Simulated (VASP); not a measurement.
Computed with PBEsol GGA, VASP's PBE PAW potentials (set 64) (plane waves; VASP).

VASP input:

### INCAR
```
ISIF  =  2   # forces and stress, cell fixed
SIGMA  =  0.1   # width (eV)
ALGO  =  Normal   # blocked Davidson
ENCUT  =  400   # plane-wave cut-off (eV)
LMAXMIX  =  6   # l cut-off of mixed one-centre charges
ISMEAR  =  1
EDIFF  =  1E-8   # SCF stop (eV)
NSW  =  30
EDIFFG  =  -0.001
LASPH  =  .TRUE.   # aspherical one-centre terms
LCHARG  =  .FALSE.
LREAL  =  .FALSE.   # projection in real space or not
SYSTEM  =  Ir
GGA  =  PS   # PBEsol
NELM  =  100
IBRION  =  1   # quasi-Newton
PREC  =  Accurate
LWAVE  =  .FALSE.
```

POSCAR:
```
Ir
1.0
  0.0000000000   1.9166122003   1.9166122003
  1.9166122003   0.0000000000   1.9166122003
  1.9166122003   1.9166122003   0.0000000000
Ir
1
direct
  0.0000000000   0.0000000000   0.0000000000
```

**KPOINTS**
```
Automatic mesh
0
Gamma
15 15 15
0 0 0
```

POTCAR, in this order: Ir (PBE.64 set). Program: vasp_std.

The run wrote:

OSZICAR:
```
       N       E                     dE             d eps       ncg     rms          rms(c)
DAV:   1     0.317406952778E+02    0.31741E+02   -0.38852E+03  2096   0.818E+02
DAV:   2    -0.995539337179E+01   -0.41696E+02   -0.39442E+02  1920   0.184E+02
DAV:   3    -0.104564634554E+02   -0.50107E+00   -0.50074E+00  2952   0.268E+01
DAV:   4    -0.104586743234E+02   -0.22109E-02   -0.22107E-02  2328   0.119E+00
DAV:   5    -0.104586924175E+02   -0.18094E-04   -0.18094E-04  2960   0.690E-02    0.159E+01
DAV:   6    -0.993092061739E+01    0.52777E+00   -0.11107E+00  2200   0.144E+01    0.633E+00
DAV:   7    -0.983259178557E+01    0.98329E-01   -0.34375E-01  2520   0.741E+00    0.152E+00
DAV:   8    -0.982779321341E+01    0.47986E-02   -0.15395E-03  2048   0.585E-01    0.866E-01
DAV:   9    -0.982517647639E+01    0.26167E-02   -0.16860E-03  2448   0.696E-01    0.200E-02
DAV:  10    -0.982517691735E+01   -0.44096E-06   -0.55450E-06  2616   0.283E-02    0.685E-03
DAV:  11    -0.982517811452E+01   -0.11972E-05   -0.74517E-07  2616   0.704E-03    0.674E-04
DAV:  12    -0.982517809718E+01    0.17341E-07   -0.80108E-09  2240   0.929E-04    0.198E-04
DAV:  13    -0.982517808354E+01    0.13641E-07   -0.49701E-10  1232   0.283E-04    0.335E-05
DAV:  14    -0.982517808236E+01    0.11760E-08   -0.20121E-11  1144   0.432E-05
   1 F= -.98251781E+01 E0= -.98250588E+01  d E =-.982518E+01
```

File OUTCAR:
```
------------------------ aborting loop because EDIFF is reached ----------------------------------------
  FORCE on cell =-STRESS in cart. coord.  units (eV):
  Direction    XX          YY          ZZ          XY          YZ          ZX
  --------------------------------------------------------------------------------------
  Total       -0.0000451     -0.0000451     -0.0000451      0.0000000      0.0000000      0.0000000
  in kB       -0.0051339     -0.0051339     -0.0051339      0.0000000      0.0000000      0.0000000
  external PRESSURE =      -0.0051339 kB  Pullay stress =       0.0000000 kB
  volume of cell :       14.08
      direct lattice vectors                 reciprocal lattice vectors
     0.000000000  1.916612200  1.916612200    -0.260876979  0.260876979  0.260876979
     1.916612200  0.000000000  1.916612200     0.260876979 -0.260876979  0.260876979
     1.916612200  1.916612200  0.000000000     0.260876979  0.260876979 -0.260876979
 POSITION                                       TOTAL-FORCE (eV/Angst)
 -----------------------------------------------------------------------------------
      0.00000      0.00000      0.00000         0.000000      0.000000     -0.000000
 -----------------------------------------------------------------------------------
    total drift:                               -0.000000     -0.000000      0.000000
  FREE ENERGIE OF THE ION-ELECTRON SYSTEM (eV)
  ---------------------------------------------------
  free  energy   TOTEN  =        -9.8251780824 eV

  energy  without entropy=       -9.8248202421  energy(sigma->0) =       -9.82505880

 reached required accuracy - stopping structural energy minimisation
```
(Selected blocks of OUTCAR.)

The compound is Ir in the fcc structure. It was relaxed first. The start is the result of an earlier pass.
